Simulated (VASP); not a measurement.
These are RPBE GGA, VASP's PBE PAW potentials (set 64) (plane waves; VASP) values and carry that method's errors.

VASP input:

### INCAR
```
SYSTEM  =  Sr
PREC  =  Accurate; ENCUT  =  520; LREAL  =  .FALSE.
LASPH  =  .TRUE.
EDIFF  =  1E-7; NELM  =  100; ALGO  =  Normal
LMAXMIX  =  4
ISMEAR  =  1; SIGMA  =  0.1
GGA  =  RP
ISIF  =  2
LWAVE  =  .FALSE.; LCHARG  =  .FALSE.
```

### KPOINTS
```
Automatic mesh
0
Gamma
10 10 10
0 0 0
```

### POSCAR
```
Sr
1
    0.0000000000     3.0422274687     3.0422274687
    3.0422274687     0.0000000000     3.0422274687
    3.0422274687     3.0422274687     0.0000000000
Sr
1
Direct
  0.0000000000   0.0000000000   0.0000000000
```

POTCAR, in this order: Sr_sv (PBE.64 set). Program: vasp_std.

The resulting files:

OUTCAR:
```
 ion  position               nearest neighbor table
   1  0.000  0.000  0.000-
  LATTYP: Found a face centered cubic cell.
 ALAT       =     6.0844549374
 Subroutine PRICEL returns:
 Original cell was already a primitive cell.
 Subroutine GETGRP returns: Found 48 space group operations
The static configuration has the point symmetry O_h .
The dynamic configuration has the point symmetry O_h .
 Subroutine INISYM returns: Found 48 space group operations
 Subroutine IBZKPT returns following result:
 Found     47 irreducible k-points:

 Following reciprocal coordinates:
            Coordinates               Weight
  0.000000  0.000000  0.000000      1.000000
  0.100000  0.000000  0.000000      8.000000
  0.200000  0.000000  0.000000      8.000000
  0.300000  0.000000  0.000000      8.000000
  0.400000  0.000000  0.000000      8.000000
  0.500000  0.000000  0.000000      4.000000
  0.100000  0.100000  0.000000      6.000000
  0.200000  0.100000  0.000000     24.000000
  0.300000  0.100000  0.000000     24.000000
  0.400000  0.100000  0.000000     24.000000
  0.500000  0.100000  0.000000     24.000000
 -0.400000  0.100000  0.000000     24.000000
 -0.300000  0.100000  0.000000     24.000000
 -0.200000  0.100000  0.000000     24.000000
 -0.100000  0.100000  0.000000     12.000000
  0.200000  0.200000  0.000000      6.000000
  0.300000  0.200000  0.000000     24.000000
  0.400000  0.200000  0.000000     24.000000
  0.500000  0.200000  0.000000     24.000000
 -0.400000  0.200000  0.000000     24.000000
 -0.300000  0.200000  0.000000     24.000000
 -0.200000  0.200000  0.000000     12.000000
  0.300000  0.300000  0.000000      6.000000
  0.400000  0.300000  0.000000     24.000000
  0.500000  0.300000  0.000000     24.000000
...
```

### OSZICAR
```
       N       E                     dE             d eps       ncg     rms          rms(c)
DAV:   1     0.389184067688E+02    0.38918E+02   -0.48591E+03   846   0.956E+02
DAV:   2     0.222820566151E+00   -0.38696E+02   -0.38418E+02   937   0.165E+02
DAV:   3    -0.136371015295E+01   -0.15865E+01   -0.15734E+01  1183   0.281E+01
DAV:   4    -0.144463101276E+01   -0.80921E-01   -0.80791E-01  1274   0.544E+00
DAV:   5    -0.144658583928E+01   -0.19548E-02   -0.19544E-02  1259   0.631E-01    0.108E+01
DAV:   6    -0.145327400233E+01   -0.66882E-02   -0.10449E-02  1101   0.137E+00    0.605E+00
DAV:   7    -0.145849583446E+01   -0.52218E-02   -0.17963E-02   911   0.182E+00    0.384E-01
DAV:   8    -0.145862192557E+01   -0.12609E-03   -0.20419E-03  1129   0.371E-01    0.171E-01
DAV:   9    -0.145865973284E+01   -0.37807E-04   -0.13669E-04  1074   0.114E-01    0.373E-02
DAV:  10    -0.145867914832E+01   -0.19415E-04   -0.27624E-05  1101   0.451E-02    0.452E-02
DAV:  11    -0.145867671573E+01    0.24326E-05   -0.28101E-06  1063   0.155E-02    0.333E-03
DAV:  12    -0.145867607426E+01    0.64146E-06   -0.23051E-07  1435   0.347E-03    0.407E-03
DAV:  13    -0.145867616901E+01   -0.94749E-07   -0.62688E-09   534   0.101E-03
   1 F= -.14586762E+01 E0= -.14577797E+01  d E =-.268937E-02
```

### OUTCAR
```
------------------------ aborting loop because EDIFF is reached ----------------------------------------
  FORCE on cell =-STRESS in cart. coord.  units (eV):
  Direction    XX          YY          ZZ          XY          YZ          ZX
  --------------------------------------------------------------------------------------
  Total        0.1375914      0.1375914      0.1375914      0.0000000      0.0000000      0.0000000
  in kB        3.9146861      3.9146861      3.9146861      0.0000000      0.0000000      0.0000000
  external PRESSURE =       3.9146861 kB  Pullay stress =       0.0000000 kB
  volume of cell :       56.31
      direct lattice vectors                 reciprocal lattice vectors
     0.000000000  3.042227469  3.042227469    -0.164353259  0.164353259  0.164353259
     3.042227469  0.000000000  3.042227469     0.164353259 -0.164353259  0.164353259
     3.042227469  3.042227469  0.000000000     0.164353259  0.164353259 -0.164353259
 POSITION                                       TOTAL-FORCE (eV/Angst)
 -----------------------------------------------------------------------------------
      0.00000      0.00000      0.00000         0.000000     -0.000000      0.000000
 -----------------------------------------------------------------------------------
    total drift:                                0.000000      0.000000      0.000000
  FREE ENERGIE OF THE ION-ELECTRON SYSTEM (eV)
  ---------------------------------------------------
  free  energy   TOTEN  =        -1.4586761690 eV

  energy  without entropy=       -1.4559868034  energy(sigma->0) =       -1.45777971
```
(Selected blocks of OUTCAR.)

The compound is Sr in the fcc structure. This cell is one point of a volume scan, at 0.97 of the reference volume.
